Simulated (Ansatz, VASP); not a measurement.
# BiTe in two plane-wave programs, part 3 of 3

Wanted: the spread between two codes on one cell, functional and k mesh. The cell is taken from a series of runs on this material, whose earlier steps may have relaxed, scaled, displaced or heated it; both programs get it as it stands.

VASP 6.6.1 and Ansatz 0.2.0.

So far: Set-up; Ansatz: zone-centre phonons, PBEsol; VASP: zone-centre phonons, PBEsol.

## 3. VASP: zone-centre phonons, PBEsol (continued)

Level of this step: PBEsol; plane waves and PAW (Bi_d, Te) (VASP).

Numbers of over 12 decimals in the logs are rounded to 6 here.

Parts of OUTCAR (step 3):

```text
ion  position               nearest neighbor table
   1  0.500  0.500  0.264-   4 3.16   4 3.16   3 3.20   3 3.20   4 3.24   4 3.24
   2  0.000  0.000  0.736-   3 3.16   3 3.16   4 3.20   4 3.20   3 3.24   3 3.24
   3  0.500  0.000  0.224-   2 3.16   2 3.16   1 3.20   1 3.20   2 3.24   2 3.24
   4  0.000  0.500  0.776-   1 3.16   1 3.16   2 3.20   2 3.20   1 3.24   1 3.24

  LATTYP: Found a simple orthorhombic cell.
 ALAT       =     4.5182958739
 B/A-ratio  =     1.0025083048
 C/A-ratio  =     1.4143827530

 Subroutine GETGRP returns: Found  8 space group operations
 (whereof  4 operations were pure point group operations)

The static configuration has the point symmetry C_2v.
 The point group associated with its full space group is D_2h.

 Found    180 irreducible k-points:

   k-points           NKPTS =    180   k-points in BZ     NKDIM =    180   number of bands    NBANDS=     27

   dimension x,y,z NGX =    36 NGY =   48 NGZ =   36
   dimension x,y,z NGXF=    72 NGYF=   96 NGZF=   72

   ENCUT  =  500.0 eV  36.75 Ry    6.06 a.u.   8.26 11.65  8.24*2*pi/ulx,y,z

   NELECT =      42.0000    total number of electrons

 k-points in reciprocal lattice and weights: Automatic mesh
   0.00000000  0.00000000  0.00000000       0.001
   0.10000000  0.00000000  0.00000000       0.003
   0.20000000  0.00000000  0.00000000       0.003
   0.30000000  0.00000000  0.00000000       0.003
   0.40000000  0.00000000  0.00000000       0.003
   0.50000000  0.00000000  0.00000000       0.001
   0.00000000  0.12500000  0.00000000       0.003
   0.10000000  0.12500000  0.00000000       0.005
   0.20000000  0.12500000  0.00000000       0.005
[...]
0.30000000  0.25000000  0.20000000       0.010
[...]
average (electrostatic) potential at core
       1-104.0774       2-104.0774       3 -87.8580       4 -87.8580

  Total       -0.0145906     -0.0268241     -0.0188348      0.0000000      0.0000000      0.0000000
  in kB       -0.1787333     -0.3285914     -0.2307240      0.0000000      0.0000000      0.0000000
  external PRESSURE =      -0.2460162 kB  Pullay stress =       0.0000000 kB

  energy-cutoff  :      500.00
  volume of cell :      130.79
      direct lattice vectors                 reciprocal lattice vectors
     4.529629137  0.000000000  0.000000000     0.220768626  0.000000000  0.000000000
     0.000000000  6.390599757  0.000000000     0.000000000  0.156479836  0.000000000
     0.000000000  0.000000000  4.518295874     0.000000000  0.000000000  0.221322381

 POSITION                                       TOTAL-FORCE (eV/Angst)
 -----------------------------------------------------------------------------------
      2.26481      3.19530      1.19062         0.000000      0.000000      0.001419
      0.00000      0.00000      3.32768         0.000000      0.000000     -0.001419
      2.26481      0.00000      1.01161         0.000000      0.000000      0.002053
      0.00000      3.19530      3.50669         0.000000      0.000000     -0.002053
 -----------------------------------------------------------------------------------
    total drift:                                0.000000      0.000000      0.000000

 Eigenvectors and eigenvalues of the dynamical matrix
 ----------------------------------------------------

   1 f  =    3.123861 THz    19.627800 2PiTHz  104.200801 cm-1    12.919247 meV
             X         Y         Z           dx          dy          dz
      2.264815  3.195300  1.190621     0.000000   -0.435084    0.000000
      0.000000  0.000000  3.327675     0.000000   -0.435084    0.000000
      2.264815  0.000000  1.011609    -0.000000    0.557407   -0.000000
      0.000000  3.195300  3.506687    -0.000000    0.557407   -0.000000

   2 f  =    3.079514 THz    19.349155 2PiTHz  102.721519 cm-1    12.735839 meV
             X         Y         Z           dx          dy          dz
      2.264815  3.195300  1.190621     0.436407    0.000000    0.000000
      0.000000  0.000000  3.327675     0.436407    0.000000    0.000000
      2.264815  0.000000  1.011609    -0.556371   -0.000000   -0.000000
      0.000000  3.195300  3.506687    -0.556371   -0.000000   -0.000000

   3 f  =    3.072785 THz    19.306879 2PiTHz  102.497082 cm-1    12.708013 meV
             X         Y         Z           dx          dy          dz
      2.264815  3.195300  1.190621     0.000000   -0.000000   -0.436177
      0.000000  0.000000  3.327675     0.000000   -0.000000   -0.436177
      2.264815  0.000000  1.011609    -0.000000    0.000000    0.556551
      0.000000  3.195300  3.506687    -0.000000    0.000000    0.556551

   4 f  =    2.332650 THz    14.656474 2PiTHz   77.808838 cm-1     9.647062 meV
             X         Y         Z           dx          dy          dz
      2.264815  3.195300  1.190621    -0.000000   -0.000000    0.524247
      0.000000  0.000000  3.327675     0.000000    0.000000   -0.524247
      2.264815  0.000000  1.011609    -0.000000    0.000000    0.474515
      0.000000  3.195300  3.506687     0.000000   -0.000000   -0.474515

   5 f  =    2.287542 THz    14.373053 2PiTHz   76.304201 cm-1     9.460511 meV
             X         Y         Z           dx          dy          dz
      2.264815  3.195300  1.190621     0.547503   -0.000000    0.000000
      0.000000  0.000000  3.327675    -0.547503    0.000000   -0.000000
      2.264815  0.000000  1.011609     0.447483   -0.000000    0.000000
      0.000000  3.195300  3.506687    -0.447483   -0.000000   -0.000000

   6 f  =    2.090815 THz    13.136978 2PiTHz   69.742082 cm-1     8.646912 meV
             X         Y         Z           dx          dy          dz
      2.264815  3.195300  1.190621    -0.000000    0.591668    0.000000
      0.000000  0.000000  3.327675    -0.000000   -0.591668   -0.000000
      2.264815  0.000000  1.011609     0.000000   -0.387206   -0.000000
      0.000000  3.195300  3.506687     0.000000    0.387206    0.000000

   7 f  =    0.949961 THz     5.968778 2PiTHz   31.687274 cm-1     3.928719 meV
             X         Y         Z           dx          dy          dz
      2.264815  3.195300  1.190621    -0.000000   -0.387206    0.000000
      0.000000  0.000000  3.327675    -0.000000    0.387206    0.000000
      2.264815  0.000000  1.011609    -0.000000   -0.591668    0.000000
      0.000000  3.195300  3.506687    -0.000000    0.591668   -0.000000

   8 f  =    0.734121 THz     4.612617 2PiTHz   24.487633 cm-1     3.036078 meV
             X         Y         Z           dx          dy          dz
      2.264815  3.195300  1.190621    -0.000000   -0.000000    0.474515
      0.000000  0.000000  3.327675     0.000000   -0.000000   -0.474515
      2.264815  0.000000  1.011609     0.000000   -0.000000   -0.524247
      0.000000  3.195300  3.506687    -0.000000   -0.000000    0.524247

   9 f  =    0.590082 THz     3.707597 2PiTHz   19.683028 cm-1     2.440383 meV
             X         Y         Z           dx          dy          dz
      2.264815  3.195300  1.190621     0.447483    0.000000    0.000000
      0.000000  0.000000  3.327675    -0.447483    0.000000   -0.000000
      2.264815  0.000000  1.011609    -0.547503    0.000000   -0.000000
      0.000000  3.195300  3.506687     0.547503    0.000000    0.000000

  10 f/i=    0.001647 THz     0.010351 2PiTHz    0.054954 cm-1     0.006813 meV
             X         Y         Z           dx          dy          dz
      2.264815  3.195300  1.190621    -0.000000   -0.557407   -0.000000
      0.000000  0.000000  3.327675    -0.000000   -0.557407   -0.000000
      2.264815  0.000000  1.011609    -0.000000   -0.435084   -0.000000
      0.000000  3.195300  3.506687    -0.000000   -0.435084   -0.000000

  11 f/i=    0.004412 THz     0.027723 2PiTHz    0.147175 cm-1     0.018247 meV
             X         Y         Z           dx          dy          dz
      2.264815  3.195300  1.190621     0.000000   -0.000000    0.556551
      0.000000  0.000000  3.327675     0.000000   -0.000000    0.556551
      2.264815  0.000000  1.011609     0.000000   -0.000000    0.436177
      0.000000  3.195300  3.506687     0.000000   -0.000000    0.436177

  12 f/i=    0.005692 THz     0.035762 2PiTHz    0.189857 cm-1     0.023539 meV
             X         Y         Z           dx          dy          dz
      2.264815  3.195300  1.190621     0.556371   -0.000000   -0.000000
      0.000000  0.000000  3.327675     0.556371   -0.000000   -0.000000
      2.264815  0.000000  1.011609     0.436407   -0.000000   -0.000000
      0.000000  3.195300  3.506687     0.436407   -0.000000   -0.000000

 ELASTIC MODULI CONTR FROM IONIC RELAXATION (kBar)
 Direction    XX          YY          ZZ          XY          YZ          ZX
 --------------------------------------------------------------------------------
 XX         -31.0925     54.6206    -34.1754      0.0000      0.0000      0.0000
 YY          54.6206   -170.1126     52.9921      0.0000     -0.0000      0.0000
 ZZ         -34.1754     52.9921    -38.2332      0.0000      0.0000      0.0000
 XY           0.0000      0.0000      0.0000      0.0000      0.0000      0.0000
 YZ           0.0000     -0.0000      0.0000      0.0000    -59.5927     -0.0000
 ZX           0.0000      0.0000      0.0000      0.0000     -0.0000    -18.2327
 --------------------------------------------------------------------------------
```

## 4. Comparison

Known differences besides the potentials themselves: the data sets hold 62 valence electrons in Ansatz (on its PAW soft_1 files) and 42 in VASP; the cutoff is 420 eV in Ansatz and 500 eV in VASP; Ansatz makes its cores anew for this functional, VASP keeps those of its PBE data sets. Total energies have different zeros and are not compared.

Compared:

```
             quantity  Ansatz   VASP  difference
optical mode 1 (cm⁻¹)    17.4   19.7        -2.3
optical mode 2 (cm⁻¹)    23.8   24.5        -0.7
optical mode 3 (cm⁻¹)    30.9   31.7        -0.7
optical mode 4 (cm⁻¹)    68.4   69.7     -1.92 %
optical mode 5 (cm⁻¹)    74.5   76.3     -2.33 %
optical mode 6 (cm⁻¹)    77.0   77.8     -0.98 %
optical mode 7 (cm⁻¹)   101.8  102.5     -0.63 %
optical mode 8 (cm⁻¹)   102.1  102.7     -0.60 %
optical mode 9 (cm⁻¹)   103.4  104.2     -0.77 %
```

Modes are paired by rising frequency, not by their patterns, so a pair may set unlike modes beside each other; they are those without the splitting of longitudinal modes.

## 5. Results

| Quantity | Value |
| --- | --- |
| r.m.s. difference of the optical zone-centre modes, each program's sorted by frequency (zone-centre phonons, PBEsol) | 1.2 cm⁻¹ |
| difference in optical mode 5 (zone-centre phonons, PBEsol) | -2.3 % |

In words: The r.m.s. difference of the optical zone-centre modes, each program's sorted by frequency is 1.2 cm⁻¹ (zone-centre phonons, PBEsol). The data sets hold unlike numbers of valence electrons (62 in Ansatz and 42 in VASP), so part of the differences comes from the potentials. Among the rows given in per cent, the largest difference of the zone-centre phonons, PBEsol pair is in optical mode 5, -2.3 %. Such differences can come from data sets, numerical settings and the points named under the comparisons, not from the functional's error against experiment.

[Lines on the potential files, build, host, timing and source positions are cut from VASP's logs without a mark.]

[Logs are printed without paths, hosts, clocks, repeated set-up lines and the standing remarks that a program may print on its own settings, such as how far it seeks lower states.]

[Hosts, paths, dates, database ids (printed as entryN), source tags and the programs' standing remarks are cut or masked in the printed files.]
